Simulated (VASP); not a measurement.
Elastic constants (GPa) of a crystal from VASP with PBE GGA, VASP's PBE PAW potentials (set 64):

```json
[
 {"": "xx", "xx": "90.0", "yy": "26.7", "zz": "20.6", "yz": "0.0", "xz": "0.0", "xy": "0.0"},
 {"": "yy", "xx": "26.7", "yy": "90.0", "zz": "20.6", "yz": "0.0", "xz": "0.0", "xy": "0.0"},
 {"": "zz", "xx": "20.6", "yy": "20.6", "zz": "84.9", "yz": "0.0", "xz": "0.0", "xy": "0.0"},
 {"": "yz", "xx": "0.0", "yy": "0.0", "zz": "0.0", "yz": "33.3", "xz": "0.0", "xy": "0.0"},
 {"": "xz", "xx": "0.0", "yy": "0.0", "zz": "0.0", "yz": "0.0", "xz": "33.3", "xy": "0.0"},
 {"": "xy", "xx": "0.0", "yy": "0.0", "zz": "0.0", "yz": "0.0", "xz": "0.0", "xy": "31.7"}
]
```

The 4f electrons are frozen in the core of the lanthanide potential, so 4f levels, which can set the real gap, and their magnetism are missing. Finite-difference elastic constants of metals are sensitive to mesh and smearing; shear constants can be off by tens of GPa.

Question: Work out the Voigt, Reuss and Hill moduli, Young's modulus and Poisson's ratio.

Answer: All eigenvalues are positive (smallest 31.7 GPa), so the crystal is stable. K_V = (C11+C22+C33+2(C12+C13+C23))/9 = (264.9 + 2×67.9)/9 = 44.5 GPa; G_V = (264.9 − 67.9 + 3×98.3)/15 = 32.8 GPa. From the compliances, K_R = 44.4 GPa and G_R = 32.7 GPa. Hill: K = 44.5 GPa, G = 32.8 GPa, E = 9KG/(3K+G) = 78.9 GPa, ν = (3K−2G)/(2(3K+G)) = 0.204. K/G = 1.36, below Pugh's 1.75; universal anisotropy A^U = 0.01.

Question: With a density of 9.03 g/cm³, what are the mean sound speeds?

Answer: v_l = √((K+4G/3)/ρ) = 3.12 km/s and v_t = √(G/ρ) = 1.91 km/s. The crystal is Er (hcp), hexagonal.

The compound is Er in the hcp structure. It was relaxed first.
